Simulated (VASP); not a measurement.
Input:

```
CELL_PARAMETERS angstrom
      1.77842     1.02677     3.29787
     -1.77842     1.02677     3.29787
      0.00000    -2.05355     3.29787
ATOMIC_POSITIONS crystal
  Al 0.21881 0.21916 0.23947
  Al 0.78119 0.78084 0.76053
```

Method: PBE GGA, VASP's PBE PAW potentials (set 64) (plane waves; VASP). Settings: 300 eV cut-off, 8×8×8 Γ-centred mesh, Gaussian smearing of 0.27 eV, potentials Al.

### Question
Give the force on each atom (eV/Å).

### Answer

```json
[
 {"atom": "Al1", "Fx": "0.009", "Fy": "0.805", "Fz": "3.373"},
 {"atom": "Al2", "Fx": "-0.009", "Fy": "-0.805", "Fz": "-3.373"}
]
```

### Question
Give the stress tensor in GPa (positive for a compressed cell).

### Answer

```
14.58  -0.06   0.03
-0.06  23.12   3.60
 0.03   3.60  10.85
```
The pressure is its mean diagonal, 16.18 GPa.

The structure was generated: Al was put into an ordered model structure, which need not be its known phase. The cell was not relaxed at this level, atoms are displaced from their ideal sites.
